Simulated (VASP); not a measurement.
# A vacancy on the Be site in Be, part 3 of 3

Aim: the formation energy and local structure of a vacancy on the Be site in Be.

VASP 6.6.1; PBEsol; plane waves and PAW (Be).

So far. Step 2 (The host at zero pressure): The run ended after 3 ionic steps, 0.008 eV below its first step, once forces and stress met EDIFFG = -0.02. Step 3 (The perfect supercell): The host is treated as a metal, as its relaxation found a gap under 0.3 eV or none, and only the neutral defect is run.

## Step 4: The defect cell

System of this step: Be. The cell holds 63 atoms: 63 Be. Its edges and angles: a = 9.049 Å, b = 9.049 Å, c = 7.099 Å, α = 90.0°, β = 90.0°, γ = 120.0°. It derives from Be. Nearest the centre at fractional (0.000, 0.000, 0.000): Be39 at 2.20 Å, Be38 at 2.20 Å, Be33 at 2.20 Å, Be32 at 2.20 Å, Be63 at 2.20 Å, Be62 at 2.20 Å, Be6 at 2.26 Å, Be10 at 2.26 Å.

The host is treated as a metal, since its gap is under 0.3 eV or closed. The run keeps 12 symmetry operations, which cuts the number of k-points but bars distortions that break them. The atoms relax at the host's fixed cell.

INCAR reads:

```
SYSTEM = Be
PREC = Normal
ENCUT = 300
EDIFF = 1E-05
NELM = 120
ISMEAR = 1
SIGMA = 0.2
LREAL = Auto
ALGO = Fast
GGA = PS
LORBIT = 11
LWAVE = .FALSE.
LCHARG = .TRUE.
KPAR = 4
NCORE = 2
IBRION = 2
NSW = 50
ISIF = 2
EDIFFG = -0.03
POTIM = 0.4
MAXMIX = 40
ISYM = 2
```

POSCAR reads:

```
Be
1.0
    9.0487130680      0.0000000000      0.0000000000
   -4.5243565340      7.8364153884      0.0000000000
    0.0000000000      0.0000000000      7.0988260914
Be
63
Direct
    0.0000000000      0.0000000000      0.5000000000
    0.0000000000      0.2500000000      0.0000000000
    0.0000000000      0.2500000000      0.5000000000
    0.0000000000      0.5000000000      0.0000000000
    0.0000000000      0.5000000000      0.5000000000
    0.0000000000      0.7500000000      0.0000000000
    0.0000000000      0.7500000000      0.5000000000
    0.2500000000      0.0000000000      0.0000000000
    0.2500000000      0.0000000000      0.5000000000
    0.2500000000      0.2500000000      0.0000000000
    0.2500000000      0.2500000000      0.5000000000
    0.2500000000      0.5000000000      0.0000000000
    0.2500000000      0.5000000000      0.5000000000
    0.2500000000      0.7500000000      0.0000000000
    0.2500000000      0.7500000000      0.5000000000
    0.5000000000      0.0000000000      0.0000000000
    0.5000000000      0.0000000000      0.5000000000
    0.5000000000      0.2500000000      0.0000000000
    0.5000000000      0.2500000000      0.5000000000
    0.5000000000      0.5000000000      0.0000000000
    0.5000000000      0.5000000000      0.5000000000
    0.5000000000      0.7500000000      0.0000000000
    0.5000000000      0.7500000000      0.5000000000
    0.7500000000      0.0000000000      0.0000000000
    0.7500000000      0.0000000000      0.5000000000
    0.7500000000      0.2500000000      0.0000000000
    0.7500000000      0.2500000000      0.5000000000
    0.7500000000      0.5000000000      0.0000000000
    0.7500000000      0.5000000000      0.5000000000
    0.7500000000      0.7500000000      0.0000000000
    0.7500000000      0.7500000000      0.5000000000
    0.0833333300      0.1666666700      0.2500000000
    0.0833333300      0.1666666700      0.7500000000
    0.0833333300      0.4166666700      0.2500000000
    0.0833333300      0.4166666700      0.7500000000
    0.0833333300      0.6666666700      0.2500000000
    0.0833333300      0.6666666700      0.7500000000
    0.0833333300      0.9166666700      0.2500000000
    0.0833333300      0.9166666700      0.7500000000
    0.3333333300      0.1666666700      0.2500000000
    0.3333333300      0.1666666700      0.7500000000
    0.3333333300      0.4166666700      0.2500000000
    0.3333333300      0.4166666700      0.7500000000
    0.3333333300      0.6666666700      0.2500000000
    0.3333333300      0.6666666700      0.7500000000
    0.3333333300      0.9166666700      0.2500000000
    0.3333333300      0.9166666700      0.7500000000
    0.5833333300      0.1666666700      0.2500000000
    0.5833333300      0.1666666700      0.7500000000
    0.5833333300      0.4166666700      0.2500000000
    0.5833333300      0.4166666700      0.7500000000
    0.5833333300      0.6666666700      0.2500000000
    0.5833333300      0.6666666700      0.7500000000
    0.5833333300      0.9166666700      0.2500000000
    0.5833333300      0.9166666700      0.7500000000
    0.8333333300      0.1666666700      0.2500000000
    0.8333333300      0.1666666700      0.7500000000
    0.8333333300      0.4166666700      0.2500000000
    0.8333333300      0.4166666700      0.7500000000
    0.8333333300      0.6666666700      0.2500000000
    0.8333333300      0.6666666700      0.7500000000
    0.8333333300      0.9166666700      0.2500000000
    0.8333333300      0.9166666700      0.7500000000
```

KPOINTS reads:

```
Automatic mesh
0
Gamma
5 5 5
0 0 0
```

PAW data sets: Be (PBE family, release 64).

The run is started by

```bash
$ mpirun -np 8 vasp_std
```

The log of the run:

```text
[banner, memory and clock lines left out]
running    8 mpi-ranks, on    1 nodes
 distrk:  each k-point on    2 cores,    4 groups
 distr:  one band on    2 cores,    1 groups

 POSCAR found type information on POSCAR Be
 POSCAR found :  1 types and      63 ions
 [... a notice as in an earlier step ...]

 LDA part: xc-table for (Slater+PW92), standard interpolation
 POSCAR, INCAR and KPOINTS ok, starting setup
 FFT: planning ... GRIDC
 FFT: planning ... GRID_SOFT
 FFT: planning ... GRID
 WAVECAR not read
 entering main loop
       N       E                     dE             d eps       ncg     rms          rms(c)
DAV:   1     0.617942361281E+02    0.61794E+02   -0.34468E+04  2858   0.735E+02
DAV:   2    -0.235614106940E+03   -0.29741E+03   -0.27497E+03  3605   0.151E+02
DAV:   3    -0.251699723959E+03   -0.16086E+02   -0.15648E+02  3508   0.325E+01
DAV:   4    -0.251960477640E+03   -0.26075E+00   -0.25856E+00  3572   0.456E+00
DAV:   5    -0.251964428221E+03   -0.39506E-02   -0.39442E-02  3492   0.441E-01    0.701E+00
RMM:   6    -0.250942095489E+03    0.10223E+01   -0.47622E-01  2850   0.159E+00    0.423E+00
RMM:   7    -0.250599025998E+03    0.34307E+00   -0.38209E-01  2852   0.119E+00    0.907E-01
RMM:   8    -0.250587693622E+03    0.11332E-01   -0.33728E-02  2855   0.413E-01    0.136E-01
RMM:   9    -0.250587681770E+03    0.11852E-04   -0.50025E-03  2907   0.139E-01    0.484E-02
RMM:  10    -0.250587651816E+03    0.29954E-04   -0.84979E-04  2853   0.676E-02    0.145E-02
RMM:  11    -0.250587657042E+03   -0.52257E-05   -0.21637E-04  2588   0.246E-02    0.444E-03
RMM:  12    -0.250587660339E+03   -0.32970E-05   -0.32711E-05  2112   0.114E-02
   1 F= -.25058766E+03 E0= -.25058591E+03  d E =-.250588E+03
 curvature:   0.00 expect dE= 0.000E+00 dE for cont linesearch  0.000E+00
 trial: gam= 0.00000 g(F)=  0.360E-01 g(S)=  0.000E+00 ort = 0.000E+00 (trialstep = 0.100E+01)
 search vector abs. value=  0.360E-01
 bond charge predicted
       N       E                     dE             d eps       ncg     rms          rms(c)
DAV:   1    -0.250619240426E+03   -0.31583E-01   -0.31850E-01  3292   0.142E+00    0.157E-01
RMM:   2    -0.250617667300E+03    0.15731E-02   -0.12251E-02  2850   0.277E-01    0.697E-02
RMM:   3    -0.250617423596E+03    0.24370E-03   -0.12387E-03  2850   0.845E-02    0.229E-02
RMM:   4    -0.250617426241E+03   -0.26445E-05   -0.23176E-04  2850   0.333E-02    0.842E-03
RMM:   5    -0.250617418516E+03    0.77244E-05   -0.35826E-05  2325   0.150E-02
   2 F= -.25061742E+03 E0= -.25061598E+03  d E =-.297582E-01
[...]
3 F= -.25063972E+03 E0= -.25063889E+03  d E =-.520614E-01
[...]
4 F= -.25064264E+03 E0= -.25064189E+03  d E =-.291719E-02
 trial-energy change:   -0.002917  1 .order   -0.002911   -0.003833   -0.001988
 step:   2.8597(harm=  2.8597)  dis= 0.00584  next Energy=  -250.643703 (dE=-0.398E-02)
 bond charge predicted
       N       E                     dE             d eps       ncg     rms          rms(c)
DAV:   1    -0.250644033069E+03   -0.13889E-02   -0.57322E-02  3032   0.622E-01    0.677E-02
RMM:   2    -0.250643675589E+03    0.35748E-03   -0.28026E-03  2850   0.139E-01    0.298E-03
RMM:   3    -0.250643691920E+03   -0.16330E-04   -0.12416E-04  2851   0.348E-02    0.227E-03
RMM:   4    -0.250643693520E+03   -0.16001E-05   -0.16544E-05  2026   0.122E-02
   5 F= -.25064369E+03 E0= -.25064303E+03  d E =-.397179E-02
 curvature:  -1.54 expect dE=-0.353E-03 dE for cont linesearch -0.366E-06
 trial: gam= 0.09519 g(F)=  0.230E-03 g(S)=  0.000E+00 ort =-0.267E-04 (trialstep = 0.167E+01)
 search vector abs. value=  0.252E-03
 reached required accuracy - stopping structural energy minimisation
```

Elapsed: 2.6 min, on 8 MPI ranks of AMD EPYC 7R43, shared host; peak memory 1.7 GiB.

Parts of OUTCAR (step 4):

```text
 Subroutine GETGRP returns: Found 12 space group operations
 (whereof 12 operations were pure point group operations)

The static configuration has the point symmetry D_3h.

 Found     15 irreducible k-points:

   k-points           NKPTS =     15   k-points in BZ     NKDIM =     15   number of bands    NBANDS=     95

   NELECT =     126.0000    total number of electrons

 E-fermi :   6.6741

 k-point     1 :       0.0000    0.0000    0.0000
  band No.  band energies     occupation
    ...
     54       4.7890      2.00000
     55       4.7992      2.00000
     56       4.8614      2.00000
     57       4.8614      2.00000
     58       5.6216      2.00000
     59       7.6476     -0.00000
     60       7.6661     -0.00000
     61       7.6661     -0.00000
     62       7.7763     -0.00000
     63       7.9202     -0.00000
    ...

 k-point     2 :       0.2000    0.0000    0.0000
  band No.  band energies     occupation
    ...
     55       4.7868      2.00000
     56       5.3837      2.00000
     57       5.5743      2.00000
     58       6.1148      2.00056
     59       6.6551      1.16009
     60       6.7427      0.45518
     61       6.9388     -0.06830
     62       7.0172     -0.03576
     63       7.9175     -0.00000
     64       7.9265     -0.00000
    ...

  Total       -4.1153516     -4.1153516      4.2256671     -0.0000000     -0.0000000      0.0000000
  in kB      -13.0986555    -13.0986555     13.4497764     -0.0000000     -0.0000000      0.0000000
  external PRESSURE =      -4.2491782 kB  Pullay stress =       0.0000000 kB

 POSITION                                       TOTAL-FORCE (eV/Angst)
 -----------------------------------------------------------------------------------
     -0.00000      0.00000      3.54941         0.000000      0.000000     -0.000000
      7.90881      1.95258      0.00000        -0.006026     -0.005939     -0.000000
     -1.12667      1.96792      3.54941         0.021476     -0.000713     -0.000000
     -2.26006      3.91943      0.00000         0.001934      0.001116     -0.000000
     -2.25706      3.92116      3.54941         0.010363      0.005983     -0.000000
      5.64539      5.87294      0.00000        -0.008156     -0.002249     -0.000000
     -3.38342      5.87673      3.54941         0.010120      0.018955     -0.000000
      2.26094      0.01089      0.00000        -0.002130      0.008188     -0.000000
     -2.25675      7.82818      3.54941        -0.011355     -0.018242     -0.000000
      1.13990      1.95258      0.00000         0.006026     -0.005939     -0.000000
      1.12667      1.96792      3.54941        -0.021476     -0.000713     -0.000000
      0.00000      3.90341      0.00000         0.000000      0.005961     -0.000000
      0.00000      3.91771      3.54941         0.000000      0.001689     -0.000000
     -1.14391      5.88471      0.00000         0.005162     -0.002980     -0.000000
     -1.13152      5.87756      3.54941         0.001463     -0.000845     -0.000000
      0.00000      7.83397      0.00000         0.000000     -0.002233     -0.000000
      0.00000      7.83050      3.54941         0.000000     -0.011966     -0.000000
      3.39613      1.96076      0.00000        -0.005636     -0.003254     -0.000000
      3.38838      1.95628      3.54941        -0.004894     -0.002825     -0.000000
      2.26006      3.91943      0.00000        -0.001934      0.001116     -0.000000
      2.25706      3.92116      3.54941        -0.010363      0.005983     -0.000000
      1.14391      5.88471      0.00000        -0.005162     -0.002980     -0.000000
      1.13152      5.87756      3.54941        -0.001463     -0.000845     -0.000000
      6.78777      0.01089      0.00000         0.002130      0.008188     -0.000000
      2.25675      7.82818      3.54941         0.011355     -0.018242     -0.000000
      5.65258      1.96076      0.00000         0.005636     -0.003254     -0.000000
      5.66033      1.95628      3.54941         0.004894     -0.002825     -0.000000
      4.52436      3.91490      0.00000         0.000000      0.006508     -0.000000
      4.52436      3.92385      3.54941         0.000000      0.005651     -0.000000
      3.40332      5.87294      0.00000         0.008156     -0.002249     -0.000000
      3.38342      5.87673      3.54941        -0.010120      0.018955     -0.000000
     -0.00000      1.29233      1.75601         0.000000      0.000711     -0.000989
     -0.00000      1.29233      5.34282         0.000000      0.000711      0.000989
     -1.13064      3.25785      1.77499         0.000560     -0.001068      0.008805
     -1.13064      3.25785      5.32384         0.000560     -0.001068     -0.008805
     -2.26830      5.22833      1.77499        -0.000645      0.001018      0.008805
     -2.26830      5.22833      5.32384        -0.000645      0.001018     -0.008805
     -3.40517      7.19025      1.75601         0.000615     -0.000355     -0.000989
[...]
-----------------------------------------------------------------------------------
    total drift:                               -0.000006      0.000004     -0.000000

  FREE ENERGIE OF THE ION-ELECTRON SYSTEM (eV)
  ---------------------------------------------------
  free  energy   TOTEN  =      -250.6436935200 eV

  energy  without entropy=     -250.6416922794  energy(sigma->0) =     -250.64302644

 total charge
# of ion       s       p       d       tot
------------------------------------------
    1        0.406   0.752   0.000   1.158
    2        0.410   0.751   0.000   1.161
    3        0.410   0.771   0.000   1.181
    4        0.410   0.779   0.000   1.188
    5        0.409   0.777   0.000   1.186
    6        0.410   0.751   0.000   1.161
    7        0.410   0.771   0.000   1.181
    8        0.410   0.751   0.000   1.161
    9        0.410   0.771   0.000   1.181
   10        0.410   0.751   0.000   1.161
   11        0.410   0.771   0.000   1.181
   12        0.408   0.763   0.000   1.172
   13        0.409   0.771   0.000   1.180
   14        0.408   0.763   0.000   1.172
   15        0.409   0.771   0.000   1.180
   16        0.410   0.779   0.000   1.188
   17        0.409   0.777   0.000   1.186
   18        0.407   0.769   0.000   1.176
   19        0.405   0.763   0.000   1.168
   20        0.410   0.779   0.000   1.188
   21        0.409   0.777   0.000   1.186
   22        0.408   0.763   0.000   1.172
   23        0.409   0.771   0.000   1.180
   24        0.410   0.751   0.000   1.161
   25        0.410   0.771   0.000   1.181
   26        0.407   0.769   0.000   1.176
   27        0.405   0.763   0.000   1.168
   28        0.407   0.769   0.000   1.176
   29        0.405   0.763   0.000   1.168
   30        0.410   0.751   0.000   1.161
   31        0.410   0.771   0.000   1.181
   32        0.408   0.746   0.000   1.154
   33        0.408   0.746   0.000   1.154
   34        0.408   0.769   0.000   1.177
   35        0.408   0.769   0.000   1.177
   36        0.408   0.769   0.000   1.177
   37        0.408   0.769   0.000   1.177
[...]
--------------------------------------------------
tot         25.704  48.226   0.000  73.930

[... 6 parts as in an earlier step ...]

[... 6 further parts left out ...]
```

The run keeps the 12 symmetry operations of its start, so it cannot find a distortion of lower symmetry.

Relaxation path:

| step | energy less that of the first step (eV) | largest force (eV/Å) |
| --- | --- | --- |
| 1 | 0.0000 | 0.2826 |
| 2 | -0.0298 | 0.1918 |
| 3 | -0.0521 | 0.0531 |
| 4 | -0.0550 | 0.0323 |
| 5 | -0.0560 | 0.0215 |

The atoms that moved most (Å):

| atom | dx | dy | dz | length |
| --- | --- | --- | --- | --- |
| Be41 | -0.031 | -0.018 | 0.004 | 0.036 |
| Be40 | -0.031 | -0.018 | -0.004 | 0.036 |
| Be61 | 0.000 | 0.036 | 0.004 | 0.036 |
| Be60 | 0.000 | 0.036 | -0.004 | 0.036 |
| Be56 | 0.031 | -0.018 | -0.004 | 0.036 |
| Be57 | 0.031 | -0.018 | 0.004 | 0.036 |
| Be62 | 0.012 | 0.007 | -0.019 | 0.023 |
| Be63 | 0.012 | 0.007 | 0.019 | 0.023 |

This step gave:

* electronic cycles: 30
* electrons: 126
* free energy (TOTEN): -250.6437 eV
* energy at zero smearing: -250.6430 eV
* Fermi energy: 6.674 eV

Valence density in the ab plane at fractional z = 0.000, through the centre, with atoms of Be within 0.45 Å of it. It is the smooth field of the valence electrons, not physical close to the nuclei.

Values in e/Å³, 13 rows by 16 columns, each cell a mean:
```
0.08 0.15 0.23 0.21 0.23 0.29 0.28 0.22 0.24 0.29 0.28 0.22 0.22 0.21 0.11 0.07
0.17 0.24 0.25 0.24 0.27 0.28 0.25 0.24 0.27 0.28 0.25 0.24 0.26 0.21 0.14 0.12
0.16 0.24 0.24 0.22 0.18 0.23 0.24 0.22 0.18 0.23 0.24 0.23 0.17 0.21 0.21 0.20
0.19 0.28 0.28 0.20 0.19 0.27 0.27 0.20 0.19 0.27 0.27 0.20 0.19 0.28 0.28 0.20
0.28 0.29 0.26 0.24 0.26 0.28 0.25 0.24 0.27 0.29 0.26 0.24 0.27 0.29 0.26 0.24
0.22 0.25 0.23 0.23 0.22 0.24 0.23 0.23 0.22 0.25 0.24 0.23 0.22 0.25 0.24 0.24
0.16 0.27 0.27 0.19 0.16 0.26 0.27 0.20 0.16 0.26 0.27 0.20 0.15 0.26 0.27 0.20
0.27 0.29 0.27 0.24 0.27 0.29 0.28 0.25 0.27 0.29 0.27 0.24 0.27 0.29 0.27 0.24
0.24 0.26 0.24 0.24 0.24 0.26 0.24 0.24 0.25 0.26 0.24 0.24 0.25 0.26 0.24 0.24
0.13 0.25 0.26 0.20 0.14 0.24 0.26 0.20 0.14 0.25 0.26 0.20 0.14 0.25 0.26 0.20
0.20 0.21 0.21 0.21 0.26 0.29 0.28 0.24 0.26 0.29 0.28 0.23 0.26 0.29 0.28 0.21
0.11 0.11 0.14 0.21 0.26 0.27 0.24 0.24 0.26 0.27 0.24 0.24 0.26 0.27 0.21 0.14
0.05 0.08 0.15 0.18 0.14 0.23 0.25 0.22 0.15 0.24 0.25 0.21 0.14 0.20 0.14 0.07
```
Columns run along a (9.0 Å), rows up along b (9.0 Å). Atoms in or near the plane, at fractional coordinates: Be at (0.00, 0.25), Be at (0.00, 0.50), Be at (0.00, 0.75), Be at (0.25, 0.00), Be at (0.25, 0.25), Be at (0.25, 0.50), Be at (0.25, 0.75), Be at (0.50, 0.00), Be at (0.50, 0.25), Be at (0.50, 0.50), Be at (0.50, 0.75), Be at (0.75, 0.00), Be at (0.75, 0.25), Be at (0.75, 0.50) and more.

The run ended after 5 ionic steps, 0.056 eV below its first step, once the forces on the free atoms met EDIFFG = -0.03.

The 12 first neighbours (Be) lie 2.23 Å from the site on average (2.20 to 2.26) in the perfect crystal and 2.22 Å on average after the relaxation (-0.5 %).

## Step 5: Putting the energies together

This step: point defect, PBEsol; plane waves and PAW (VASP 6.6.1).

This step runs nothing: it gathers the runs above.

Numbers from this step:

```yaml
formation_energy_of_the_neutral_defect: 1.136 eV
```

Formation energy:

| formation energy (eV) | largest move (Å) |
| --- | --- |
| 1.136 | 0.03637 |

E_f is E(defect cell) less E(perfect cell), corrected for the atoms exchanged with their references.

References, in eV an atom: Be -3.996 (the host). They were run at the supercell's cutoff and functional, without U, and count both elements from their own phases.

## Step 6: What came out

| Property | Result |
| --- | --- |
| formation energy at charge 0 | 1.136 eV |

In words: A vacancy on the Be site costs 1.14 eV, with every exchanged atom at the energy of its element. The 12 first neighbours (Be) lie 2.23 Å from the site on average (2.20 to 2.26) in the perfect crystal and 2.22 Å on average after the relaxation (-0.5 %). With metallic smearing the value can move by tenths of an eV with the k mesh. The supercell of 64 atoms is small, so interactions between images remain.

[Lines on the potential files, build, host, timing and source positions are cut from VASP's logs without a mark.]

[Logs are printed without paths, hosts, clocks, repeated set-up lines and the standing remarks that a program may print on its own settings, such as how far it seeks lower states.]

[Hosts, paths, dates, database ids (printed as entryN), source tags and the programs' standing remarks are cut or masked in the printed files.]

[In band tables of VASP the shares of atoms and orbitals are scaled to a sum of 1 inside the atoms' spheres.]

[Runs that stopped without an error message from VASP are left out.]
